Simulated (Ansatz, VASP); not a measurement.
# MgBe2S3 in VASP and in Ansatz

```
CELL_PARAMETERS angstrom
2.69877 -4.53234 0.00000
2.69877 4.53234 0.00000
0.00000 0.00000 4.18760
ATOMIC_POSITIONS crystal
Mg 0.00000 0.00000 0.00000
Be 0.50000 0.00000 0.50000
Be 0.00000 0.50000 0.50000
S 0.66109 0.33891 0.00000
S 0.33891 0.66109 0.00000
S 0.50000 0.50000 0.50000
```

Change from the starting cell: species swapped into the LaAl2Cu3 type (Cmmm, No. 65).

Alike in both runs: task single point; functional PBE; k mesh 4 × 4 × 4; occupations gaussian, width 0.1 eV; no spin polarisation.

|  | VASP | Ansatz |
| --- | --- | --- |
| version | VASP 6.6.1 | Ansatz 0.2.0 |
| potentials or method | VASP PAW PBE potentials, release 64 (Mg, Be, S) | scalar-relativistic, plane waves, PAW |
| plane-wave cutoff (eV) | 520 | 420 |
| valence electrons in the cell | 24 | 32 |

Ansatz gave:

| Item | Value |
| --- | --- |
| gap on the k mesh at the Fermi level (eV) | none |
| pressure (GPa) | -5.7 |
| largest component of the traceless stress (GPa) | 5.61 |
| rms of the force components (eV/Å) | 0.540 |

**Question.** Estimate VASP's values.

**Answer.** gap on the k mesh at the Fermi level (eV): none; pressure (GPa): -5.8; largest component of the traceless stress (GPa): 5.58; rms of the force components (eV/Å): 0.538.

Atom by atom the forces differ by 0.002 eV/Å (rms over components). A gap of «none» marks a metal or a gap that the smearing closes. The two sets of potentials don't hold the same shells in valence.

Caveats: the k mesh is coarse (spacing up to 0.38 Å⁻¹), so the values aren't converged; forces of over 1 eV/Å show positions far from the minimum, so gaps and moduli don't describe the material at rest.
